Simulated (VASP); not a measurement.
A convergence study with VASP on WSe2 (2H layered): one setting is varied, all else stays as given below, so the limit is that of these other settings.

```yaml
crystal:
  lattice:
    - [1.64000, -2.84056, 0.00000]
    - [1.64000, 2.84056, 0.00000]
    - [0.00000, 0.00000, 12.96000]
  atoms:
    - { symbol: W, position: [0.33333, 0.66667, 0.25000] }
    - { symbol: W, position: [0.66667, 0.33333, 0.75000] }
    - { symbol: Se, position: [0.33333, 0.66667, 0.87900] }
    - { symbol: Se, position: [0.66667, 0.33333, 0.37900] }
    - { symbol: Se, position: [0.66667, 0.33333, 0.12100] }
    - { symbol: Se, position: [0.33333, 0.66667, 0.62100] }
```

Computed with PBEsol GGA, VASP's PBE PAW potentials (set 64) (plane waves; VASP). The tightest run used: 550 eV cut-off, 13×13×3 Monkhorst-Pack mesh, Gaussian smearing of 0.050 eV, potentials W_sv Se.

Question: The settings run are 1×1×1 mesh; 2×2×1 mesh; 3×3×1 mesh; 4×4×1 mesh; 5×5×1 mesh; 6×6×1 mesh; 7×7×2 mesh; 8×8×2 mesh; 9×9×2 mesh; 10×10×2 mesh; 11×11×2 mesh; 12×12×3 mesh; 13×13×3 mesh. From which on does the energy per atom stay within 0.002 eV/atom of the tightest run?

Answer: From 7×7×2 mesh on: it is off by 0.0003 there and by no more than 0.002 in any finer run, while 6×6×1 mesh is off by 0.0078.
```json
[
 {"setting": "1×1×1 mesh", "E (eV/atom)": "-4.2677", "pressure (GPa)": "23.42", "largest force (eV/Å)": "3.848", "irreducible k-points": "1", "difference judged (eV/atom)": "3.4900"},
 {"setting": "2×2×1 mesh", "E (eV/atom)": "-7.8904", "pressure (GPa)": "-0.94", "largest force (eV/Å)": "0.166", "irreducible k-points": "2", "difference judged (eV/atom)": "0.1327"},
 {"setting": "3×3×1 mesh", "E (eV/atom)": "-7.7364", "pressure (GPa)": "0.29", "largest force (eV/Å)": "0.299", "irreducible k-points": "3", "difference judged (eV/atom)": "0.0213"},
 {"setting": "4×4×1 mesh", "E (eV/atom)": "-7.7439", "pressure (GPa)": "0.40", "largest force (eV/Å)": "0.003", "irreducible k-points": "6", "difference judged (eV/atom)": "0.0138"},
 {"setting": "5×5×1 mesh", "E (eV/atom)": "-7.7496", "pressure (GPa)": "0.30", "largest force (eV/Å)": "0.023", "irreducible k-points": "5", "difference judged (eV/atom)": "0.0081"},
 {"setting": "6×6×1 mesh", "E (eV/atom)": "-7.7499", "pressure (GPa)": "0.28", "largest force (eV/Å)": "0.018", "irreducible k-points": "12", "difference judged (eV/atom)": "0.0078"},
 {"setting": "7×7×2 mesh", "E (eV/atom)": "-7.7580", "pressure (GPa)": "0.10", "largest force (eV/Å)": "0.016", "irreducible k-points": "8", "difference judged (eV/atom)": "0.0003"},
 {"setting": "8×8×2 mesh", "E (eV/atom)": "-7.7578", "pressure (GPa)": "0.10", "largest force (eV/Å)": "0.017", "irreducible k-points": "20", "difference judged (eV/atom)": "0.0001"},
 {"setting": "9×9×2 mesh", "E (eV/atom)": "-7.7577", "pressure (GPa)": "0.11", "largest force (eV/Å)": "0.018", "irreducible k-points": "12", "difference judged (eV/atom)": "0.0000"},
 {"setting": "10×10×2 mesh", "E (eV/atom)": "-7.7577", "pressure (GPa)": "0.10", "largest force (eV/Å)": "0.017", "irreducible k-points": "30", "difference judged (eV/atom)": "0.0001"},
 {"setting": "11×11×2 mesh", "E (eV/atom)": "-7.7577", "pressure (GPa)": "0.10", "largest force (eV/Å)": "0.017", "irreducible k-points": "16", "difference judged (eV/atom)": "0.0000"},
 {"setting": "12×12×3 mesh", "E (eV/atom)": "-7.7577", "pressure (GPa)": "0.11", "largest force (eV/Å)": "0.017", "irreducible k-points": "84", "difference judged (eV/atom)": "0.0000"},
 {"setting": "13×13×3 mesh", "E (eV/atom)": "-7.7577", "pressure (GPa)": "0.11", "largest force (eV/Å)": "0.017", "irreducible k-points": "42", "difference judged (eV/atom)": "0.0000"}
]
```

Left out are rungs that failed or repeat a setting and relaxations that didn't move; long series are thinned to 24 rows.

The compound is WSe2 in the 2H layered structure. The cell was not relaxed at this level, forces remain on its atoms.
